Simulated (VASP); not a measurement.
# BaFeO3: structure and properties in VASP, part 3 of 9

Aim: relax BaFeO3, then compute properties on the relaxed cell. Left out of this account: 1 further run (relaxation: a spoilt try). The start is a cell from a database of measured crystal structures.

VASP 6.6.1, plane waves and PAW; the level of theory is named at each step.

So far, moment of the cell, from the last line of the log (μB): step 2 (magnetic order: ferromagnetic) 4.12.

The database entry behind the starting cell differs from later determinations by our own check (an axis about 1.3 % long against later determinations), so it need not match the best structure at ambient conditions.

**4. Magnetic order: antiferromagnetic, q = (1/2, 1/2, 1/2)**

Level of this step: PBEsol, DFT+U (Fe d 3 eV), spin-polarised from an antiferromagnetic start; plane waves and PAW (Ba_sv, Fe, O) (VASP).

Next, a pattern with opposite moments, which needs a doubled cell; q is given in the reciprocal vectors of the primitive cell.

File INCAR:

```
SYSTEM = BaFeO3
PREC = Accurate
ENCUT = 520
EDIFF = 1E-06
NELM = 100
ISMEAR = 0
SIGMA = 0.05
LREAL = .FALSE.
ALGO = Normal
GGA = PS
NBANDS = 51
ISPIN = 2
MAGMOM = 0 0 3 -3 0 0 0 0 0 0
LDAU = .TRUE.
LDAUTYPE = 2
LDAUL = -1 2 -1
LDAUU = 0 3 0
LDAUJ = 0 0 0
LDAUPRINT = 1
LASPH = .TRUE.
LMAXMIX = 4
LORBIT = 11
LWAVE = .FALSE.
LCHARG = .FALSE.
KPAR = 8
ISIF = 2
```

File POSCAR:

```
BaFeO3
1.0
    8.0400000000      0.0000000000      0.0000000000
    4.0200000000      4.0200000000      0.0000000000
    4.0200000000      0.0000000000      4.0200000000
Ba Fe O
2 2 6
Direct
    0.0000000000      0.0000000000      0.0000000000
    0.5000000000      0.0000000000      0.0000000000
    0.7500000000      0.5000000000      0.5000000000
    0.2500000000      0.5000000000      0.5000000000
    0.0000000000      0.5000000000      0.0000000000
    0.5000000000      0.5000000000      0.0000000000
    0.5000000000      0.5000000000      0.5000000000
    0.0000000000      0.5000000000      0.5000000000
    0.0000000000      0.0000000000      0.5000000000
    0.5000000000      0.0000000000      0.5000000000
```

File KPOINTS:

```
Automatic mesh
0
Gamma
6 6 6
0 0 0
```

The projector-augmented-wave data sets are Ba_sv, Fe and O (PBE family, release 64).

Launch:

```console
$ mpirun -np 8 vasp_std
```

What it wrote:

```text
[... set-up lines as in an earlier step ...]
 entering main loop
       N       E                     dE             d eps       ncg     rms          rms(c)
DAV:   1     0.797259542675E+03    0.79726E+03   -0.33166E+04  3264   0.147E+03
DAV:   2     0.203146496528E+02   -0.77694E+03   -0.70937E+03  3525   0.393E+02
DAV:   3    -0.855842222453E+02   -0.10590E+03   -0.10245E+03  3992   0.163E+02
DAV:   4    -0.910552669601E+02   -0.54710E+01   -0.54228E+01  4693   0.370E+01
DAV:   5    -0.912821781956E+02   -0.22691E+00   -0.22659E+00  4968   0.650E+00    0.398E+01
DAV:   6    -0.934409715831E+02   -0.21588E+01   -0.13938E+02  4556   0.111E+02    0.983E+01
DAV:   7    -0.685881422417E+02    0.24853E+02   -0.84807E+01  3965   0.155E+02    0.174E+01
DAV:   8    -0.683120251612E+02    0.27612E+00   -0.10209E+01  4944   0.351E+01    0.102E+01
DAV:   9    -0.684543602808E+02   -0.14234E+00   -0.16163E+00  5253   0.146E+01    0.825E+00
DAV:  10    -0.684424168652E+02    0.11943E-01   -0.35287E-01  4509   0.423E+00    0.633E+00
DAV:  12    -0.684368697636E+02    0.43131E-01   -0.11249E-01  3946   0.519E+00    0.122E+00
DAV:  13    -0.684338802141E+02    0.29895E-02   -0.18840E-02  5255   0.127E+00    0.844E-01
DAV:  14    -0.684340776399E+02   -0.19743E-03   -0.19476E-03  3816   0.220E-01    0.612E-01
DAV:  15    -0.684336169822E+02    0.46066E-03   -0.36187E-03  3710   0.533E-01    0.194E-01
DAV:  16    -0.684335881690E+02    0.28813E-04   -0.45236E-04  5114   0.318E-01    0.141E-01
DAV:  17    -0.684335106586E+02    0.77510E-04   -0.34582E-04  4478   0.119E-01    0.664E-02
DAV:  18    -0.684334928879E+02    0.17771E-04   -0.67829E-05  4152   0.127E-01    0.427E-02
DAV:  19    -0.684334951985E+02   -0.23106E-05   -0.12246E-05  4320   0.236E-02    0.200E-02
DAV:  20    -0.684334937050E+02    0.14935E-05   -0.25543E-06  3287   0.220E-02    0.404E-03
DAV:  21    -0.684334936083E+02    0.96756E-07   -0.41044E-07  2026   0.532E-03
   1 F= -.68433494E+02 E0= -.68430640E+02  d E =-.570737E-02  mag=    -0.0000
```

The job ended after 45 s (8 MPI ranks of Intel Xeon 6975P-C (Granite Rapids), shared host; peak memory 3.9 GiB; 5.8 min of CPU time).

From OUTCAR (step 4):

```text
  LATTYP: Found a face centered cubic cell.
 ALAT       =     8.0400000000

The static configuration has the point symmetry O_h .

 Found     16 irreducible k-points:

   k-points           NKPTS =     16   k-points in BZ     NKDIM =     16   number of bands    NBANDS=     51

   dimension x,y,z NGX =    60 NGY =   42 NGZ =   42
   dimension x,y,z NGXF=   120 NGYF=   84 NGZF=   84

   ENCUT  =  520.0 eV  38.22 Ry    6.18 a.u.  14.95 10.57 10.57*2*pi/ulx,y,z

   NELECT =      72.0000    total number of electrons

atom =   3  type =  2  l = 2

 onsite density matrix

spin component  1

  0.9744 -0.0000  0.0000  0.0000 -0.0000
 -0.0000  0.9744  0.0000  0.0000 -0.0000
  0.0000  0.0000  0.9226 -0.0000 -0.0000
  0.0000  0.0000 -0.0000  0.9744 -0.0000
 -0.0000 -0.0000 -0.0000 -0.0000  0.9226

spin component  2

  0.1355  0.0000  0.0000 -0.0000  0.0000
  0.0000  0.1355 -0.0000  0.0000  0.0000
  0.0000 -0.0000  0.3609  0.0000  0.0000
 -0.0000  0.0000  0.0000  0.1355  0.0000
  0.0000  0.0000  0.0000  0.0000  0.3609

 occupancies and eigenvectors

  o =  0.1355  v =  0.0000  0.0000  0.0000  0.0000  0.0000  1.0000  0.0000  0.0000  0.0000  0.0000      0.0000  0.0000  0.0000  0.0000  0.0000  0.0000  0.0000  0.0000  0.0000  0.0000
  o =  0.1355  v =  0.0000  0.0000  0.0000  0.0000  0.0000  0.0000  0.0018 -0.0000  1.0000  0.0000      0.0000  0.0000  0.0000  0.0000  0.0000  0.0000  0.0000  0.0000  0.0000  0.0000
  o =  0.1355  v =  0.0000  0.0000  0.0000  0.0000  0.0000  0.0000 -1.0000  0.0000  0.0018  0.0000      0.0000  0.0000  0.0000  0.0000  0.0000  0.0000  0.0000  0.0000  0.0000  0.0000
  o =  0.3609  v =  0.0000  0.0000  0.0000  0.0000  0.0000  0.0000 -0.0000 -0.0223  0.0000  0.9998      0.0000  0.0000  0.0000  0.0000  0.0000  0.0000  0.0000  0.0000  0.0000  0.0000
  o =  0.3609  v =  0.0000  0.0000  0.0000  0.0000  0.0000  0.0000 -0.0000 -0.9998  0.0000 -0.0223      0.0000  0.0000  0.0000  0.0000  0.0000  0.0000  0.0000  0.0000  0.0000  0.0000
  o =  0.9226  v =  0.0000 -0.0000 -0.9983  0.0000 -0.0583  0.0000  0.0000  0.0000  0.0000  0.0000      0.0000  0.0000  0.0000  0.0000  0.0000  0.0000  0.0000  0.0000  0.0000  0.0000
  o =  0.9226  v =  0.0000  0.0000  0.0583  0.0000 -0.9983  0.0000  0.0000  0.0000  0.0000  0.0000      0.0000  0.0000  0.0000  0.0000  0.0000  0.0000  0.0000  0.0000  0.0000  0.0000
  o =  0.9744  v =  0.0000 -0.9992  0.0000  0.0392 -0.0000  0.0000  0.0000  0.0000  0.0000  0.0000      0.0000  0.0000  0.0000  0.0000  0.0000  0.0000  0.0000  0.0000  0.0000  0.0000
  o =  0.9744  v =  0.0000 -0.0392 -0.0000 -0.9992 -0.0000  0.0000  0.0000  0.0000  0.0000  0.0000      0.0000  0.0000  0.0000  0.0000  0.0000  0.0000  0.0000  0.0000  0.0000  0.0000
  o =  0.9744  v =  1.0000  0.0000  0.0000  0.0000  0.0000  0.0000  0.0000  0.0000  0.0000  0.0000      0.0000  0.0000  0.0000  0.0000  0.0000  0.0000  0.0000  0.0000  0.0000  0.0000

atom =   4  type =  2  l = 2

 onsite density matrix

spin component  1

  0.1355 -0.0000 -0.0000  0.0000  0.0000
 -0.0000  0.1355 -0.0000  0.0000  0.0000
 -0.0000 -0.0000  0.3609  0.0000  0.0000
  0.0000  0.0000  0.0000  0.1355 -0.0000
  0.0000  0.0000  0.0000 -0.0000  0.3609

spin component  2

  0.9744  0.0000  0.0000 -0.0000 -0.0000
  0.0000  0.9744  0.0000 -0.0000 -0.0000
  0.0000  0.0000  0.9226 -0.0000 -0.0000
 -0.0000 -0.0000 -0.0000  0.9744  0.0000
 -0.0000 -0.0000 -0.0000  0.0000  0.9226

 occupancies and eigenvectors

  o =  0.1355  v =  1.0000  0.0000  0.0000  0.0000  0.0000  0.0000  0.0000  0.0000  0.0000  0.0000      0.0000  0.0000  0.0000  0.0000  0.0000  0.0000  0.0000  0.0000  0.0000  0.0000
  o =  0.1355  v =  0.0000  0.0099 -0.0000  1.0000 -0.0000  0.0000  0.0000  0.0000  0.0000  0.0000      0.0000  0.0000  0.0000  0.0000  0.0000  0.0000  0.0000  0.0000  0.0000  0.0000
  o =  0.1355  v =  0.0000  1.0000  0.0000 -0.0099 -0.0000  0.0000  0.0000  0.0000  0.0000  0.0000      0.0000  0.0000  0.0000  0.0000  0.0000  0.0000  0.0000  0.0000  0.0000  0.0000
  o =  0.3609  v =  0.0000  0.0000 -0.0136  0.0000  0.9999  0.0000  0.0000  0.0000  0.0000  0.0000      0.0000  0.0000  0.0000  0.0000  0.0000  0.0000  0.0000  0.0000  0.0000  0.0000
  o =  0.3609  v =  0.0000 -0.0000  0.9999  0.0000  0.0136  0.0000  0.0000  0.0000  0.0000  0.0000      0.0000  0.0000  0.0000  0.0000  0.0000  0.0000  0.0000  0.0000  0.0000  0.0000
  o =  0.9226  v =  0.0000  0.0000  0.0000  0.0000  0.0000  0.0000  0.0000 -1.0000 -0.0000  0.0094      0.0000  0.0000  0.0000  0.0000  0.0000  0.0000  0.0000  0.0000  0.0000  0.0000
  o =  0.9226  v =  0.0000  0.0000  0.0000  0.0000  0.0000  0.0000 -0.0000 -0.0094 -0.0000 -1.0000      0.0000  0.0000  0.0000  0.0000  0.0000  0.0000  0.0000  0.0000  0.0000  0.0000
  o =  0.9744  v =  0.0000  0.0000  0.0000  0.0000  0.0000  0.0000  0.1406  0.0000 -0.9901  0.0000      0.0000  0.0000  0.0000  0.0000  0.0000  0.0000  0.0000  0.0000  0.0000  0.0000
  o =  0.9744  v =  0.0000  0.0000  0.0000  0.0000  0.0000  0.0000 -0.9901 -0.0000 -0.1406  0.0000      0.0000  0.0000  0.0000  0.0000  0.0000  0.0000  0.0000  0.0000  0.0000  0.0000
  o =  0.9744  v =  0.0000  0.0000  0.0000  0.0000  0.0000  1.0000  0.0000  0.0000  0.0000  0.0000      0.0000  0.0000  0.0000  0.0000  0.0000  0.0000  0.0000  0.0000  0.0000  0.0000

 E-fermi :   2.2487

 spin component 1
 k-point     1 :       0.0000    0.0000    0.0000
  band No.  band energies     occupation
    ...
     30       1.2797      1.00000
     31       1.2797      1.00000
     32       2.1043      0.99998
     33       2.1043      0.99998
     34       2.1043      0.99998
     35       2.3073      0.04845
     36       2.3073      0.04845
     37       2.3073      0.04845
     38       4.3554      0.00000
     39       4.3555      0.00000
    ...

 k-point     2 :       0.1667    0.0000    0.0000
  band No.  band energies     occupation
    ...
     31       1.3423      1.00000
     32       1.7052      1.00000
     33       2.1102      0.99995
     34       2.1102      0.99995
     35       2.2312      0.68945
     36       2.2565      0.41202
     37       2.2565      0.41190
     38       4.3543      0.00000
     39       4.3759      0.00000
     40       4.3761      0.00000
    ...

 k-point     3 :       0.3333    0.0000    0.0000
  band No.  band energies     occupation
    ...
     31       1.2615      1.00000
     32       1.5171      1.00000
     33       1.7527      1.00000
     34       1.7527      1.00000
     35       2.0292      1.00000
     36       2.5634      0.00000
     37       2.5634      0.00000
     38       4.3486      0.00000
     39       4.3940      0.00000
     40       4.3942      0.00000
    ...

 k-point     4 :       0.5000    0.0000    0.0000
  band No.  band energies     occupation
    ...
     31       1.3030      1.00000
     32       1.5801      1.00000
     33       1.5801      1.00000
     34       1.7649      1.00000
     35       1.7680      1.00000
     36       2.7312      0.00000
     37       2.7312      0.00000
     38       4.3446      0.00000
     39       4.3916      0.00000
     40       4.3918      0.00000
    ...

  Total       -5.3595336     -5.3595336     -5.3595336      0.0000000     -0.0000000      0.0000000
  in kB      -66.0890377    -66.0890377    -66.0890377      0.0000000     -0.0000000      0.0000000
  external PRESSURE =     -66.0890377 kB  Pullay stress =       0.0000000 kB

  energy-cutoff  :      520.00
  volume of cell :      129.93
      direct lattice vectors                 reciprocal lattice vectors
     8.040000000  0.000000000  0.000000000     0.124378109 -0.124378109 -0.124378109
     4.020000000  4.020000000  0.000000000     0.000000000  0.248756219  0.000000000
     4.020000000  0.000000000  4.020000000     0.000000000  0.000000000  0.248756219

 POSITION                                       TOTAL-FORCE (eV/Angst)
 -----------------------------------------------------------------------------------
      0.00000      0.00000      0.00000         0.000000      0.000000     -0.000000
      4.02000      0.00000      0.00000         0.000000      0.000000     -0.000000
     10.05000      2.01000      2.01000        -0.000000     -0.000000      0.000000
      6.03000      2.01000      2.01000        -0.000000      0.000000     -0.000000
      2.01000      2.01000      0.00000         0.000000      0.000000     -0.000000
      6.03000      2.01000      0.00000         0.000000     -0.000000      0.000000
      8.04000      2.01000      2.01000        -0.000000      0.000000      0.000000
      4.02000      2.01000      2.01000         0.000000      0.000000     -0.000000
      2.01000      0.00000      2.01000         0.000000     -0.000000     -0.000000
      6.03000      0.00000      2.01000         0.000000      0.000000     -0.000000
 -----------------------------------------------------------------------------------
    total drift:                               -0.000000     -0.000000     -0.000000

  FREE ENERGIE OF THE ION-ELECTRON SYSTEM (eV)
  ---------------------------------------------------
  free  energy   TOTEN  =       -68.4334936083 eV

  energy  without entropy=      -68.4277862414  energy(sigma->0) =      -68.43063992

 total charge
# of ion       s       p       d       tot
------------------------------------------
    1        2.001   5.625   0.317   7.944
    2        2.001   5.625   0.317   7.944
    3        0.381   0.546   5.871   6.798
    4        0.381   0.546   5.871   6.798
    5        1.566   3.357   0.000   4.923
    6        1.566   3.357   0.000   4.923
    7        1.566   3.357   0.000   4.923
    8        1.566   3.357   0.000   4.923
    9        1.566   3.357   0.000   4.923
   10        1.566   3.357   0.000   4.923
--------------------------------------------------
tot         14.160  32.486  12.376  59.022

 magnetization (x)
# of ion       s       p       d       tot
------------------------------------------
    1        0.000   0.000   0.000   0.000
    2        0.000   0.000   0.000   0.000
    3        0.004   0.017   3.639   3.660
    4       -0.004  -0.017  -3.639  -3.660
    5        0.000   0.000   0.000   0.000
    6        0.000   0.000   0.000   0.000
    7        0.000   0.000   0.000   0.000
    8        0.000   0.000   0.000   0.000
    9        0.000   0.000   0.000   0.000
   10        0.000   0.000   0.000   0.000
--------------------------------------------------
tot          0.000   0.000   0.000   0.000

[... 1 part as in an earlier step ...]

[... 6 further parts left out ...]
```

At this level the cell is under a tension of 6.6 GPa, so at these settings it is away from equilibrium.

Numbers from this step:

| Property | Result |
| --- | --- |
| SCF cycles | 21 |
| irreducible k-points | 16 |
| symmetry operations | 48 |
| free energy (TOTEN) | -68.4335 eV |
| energy at zero smearing | -68.4306 eV |
| Fermi energy | 2.249 eV |
| pressure | -6.609 GPa |

Spin moment in the PAW sphere by atom:

| atom | spin moment in the PAW sphere (μB) |
| --- | --- |
| Ba1 | 0.00 |
| Ba2 | 0.00 |
| Fe3 | 3.66 |
| Fe4 | -3.66 |
| O5 | 0.00 |
| O6 | 0.00 |
| O7 | 0.00 |
| O8 | 0.00 |
| O9 | 0.00 |
| O10 | 0.00 |

The energy lies +37.2 meV an atom from the first pattern. The run ends antiferromagnetic with a largest moment of 3.66 μB, and the mesh shows no gap.

(Part 3 of 9 ends here.)

[Lines on the potential files, build, host, timing and source positions are cut from VASP's logs without a mark.]

[Logs are printed without paths, hosts, clocks, repeated set-up lines and the standing remarks that a program may print on its own settings, such as how far it seeks lower states.]

[Hosts, paths, dates, database ids (printed as entryN), source tags and the programs' standing remarks are cut or masked in the printed files.]

[A measured line is paired with the nearest computed mode of its activity, which favours agreement.]
